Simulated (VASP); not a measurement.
Cost and result of VASP (PAW) for the lattice constant a of Be (hcp). Static lattice. The cost counts the five points of the equation of state, each on the mesh and cut-off of its row, so the ratios hold those differences too. With PBE it took about 3 core-minutes. The timings are rough (shared machines, no repeats); factors under 2 mean little.

```
level     k-mesh  cut-off (eV)  lattice constant a (Å)         cost over PBE
------  --------  ------------  ----------------------  --------------------
PBEsol  18×18×10           520                   2.255  within a factor of 2
LDA     19×19×10           520                   2.229  within a factor of 2
PBE     18×18×10           520                   2.261             reference
r2SCAN  18×18×10           520                   2.260         about 5 times
SCAN    18×18×10           520                     ___                   ___
```

What belongs in the gaps?

- SCAN, lattice constant a (Å): 2.265
- SCAN, cost over PBE: about 9 times

Left out are levels that failed, ran on another kind of processor or have no fit band path; at most nine are shown.

The compound is Be in the hcp structure.
